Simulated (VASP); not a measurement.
Calculation: PBE GGA, VASP's PBE PAW potentials (set 64) (plane waves; VASP).

The input files of a VASP run:

File POSCAR:
```
Ca3P2
1
    4.3853140000     0.0000000000     0.0000000000
   -2.1926570000     3.7977930000     0.0000000000
    0.0000000000     0.0000000000     6.8329820000
P Ca
2 3
Direct
  0.3333330000   0.6666670000   0.2467000000
  0.6666670000   0.3333330000   0.7533000000
  0.0000000000   0.0000000000   0.0000000000
  0.3333330000   0.6666670000   0.6470000000
  0.6666670000   0.3333330000   0.3530000000
```

### INCAR
```
SYSTEM = Ca3P2
PREC = Accurate
ENCUT = 300
EDIFF = 1E-6
NELM = 100
ALGO = Normal
LREAL = .FALSE.
LASPH = .TRUE.
ISMEAR = 0
SIGMA = 0.136
GGA = PE
LWAVE = .FALSE.
LCHARG = .FALSE.
ISIF = 2
```

**KPOINTS**
```
Automatic mesh
0
Gamma
5 5 3
0 0 0
```

POTCAR, in this order: P Ca_sv (PBE.64 set). Program: vasp_std.

At this cut-off the stress carries a Pulay error, which pulls relaxed volumes low.

Q: Predict the energy per atom (σ→0), pressure, largest force.

A: 
The energy per atom (σ→0) is -4.272 eV/atom and the pressure is 11.94 GPa. The largest force is 0.02767 Ha/bohr.

### OSZICAR
```
...
DAV:   8    -0.213566078718E+02   -0.44679E-02   -0.13907E-01   728   0.221E+00    0.499E-01
DAV:   9    -0.213565711113E+02    0.36761E-04   -0.18091E-02   744   0.734E-01    0.226E-01
DAV:  10    -0.213573079490E+02   -0.73684E-03   -0.22178E-03  1008   0.245E-01    0.127E-01
DAV:  11    -0.213576707897E+02   -0.36284E-03   -0.41828E-04   752   0.115E-01    0.304E-02
DAV:  12    -0.213576748842E+02   -0.40946E-05   -0.81547E-05   832   0.740E-02    0.122E-02
DAV:  13    -0.213576792553E+02   -0.43711E-05   -0.89094E-06   856   0.185E-02    0.549E-03
DAV:  14    -0.213576788095E+02    0.44583E-06   -0.95529E-07   576   0.881E-03
   1 F= -.21357679E+02 E0= -.21357679E+02  d E =-.236652E-12
```

The structure was generated: Ca3P2 was put into an ordered model structure, which need not be its known phase. The cell was not relaxed at this level, and its volume differs by -5.9 % from the start's.
